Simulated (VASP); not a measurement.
Given:

```xyz
3
Lattice="1.9578 -3.3910 0.0000 1.9578 3.3910 0.0000 0.0000 0.0000 7.8602" Properties=species:S:1:pos:R:3 pbc="T T T"
Sn     0.0000     0.0000     0.0000
Se     1.9578     1.1303     1.5972
Se     1.9578    -1.1303     6.2630
```

These are RPBE GGA, VASP's PBE PAW potentials (set 64) (plane waves; VASP 6.6.1) values and carry that method's errors. Settings: 520 eV cut-off, 7×7×3 Γ-centred mesh, tetrahedra with Blöchl corrections, potentials Sn_d Se.

The cores are frozen, which limits the accuracy of field gradients. Without a dispersion term in the relaxation, distances and binding between the weakly bound layers, chains or molecules are unreliable, and so is what depends on them.

Give the principal components of the electric field gradient (V/Å²) and the asymmetry η at each nucleus.

```csv
atom,Vxx,Vyy,Vzz,η
Sn1,0.6,0.6,-1.2,0.00
Se2,43.9,43.9,-87.8,0.00
Se3,43.9,43.9,-87.8,0.00
```

The compound is SnSe2 in the 1T layered structure. It was relaxed first, which changed the volume by +35 %.
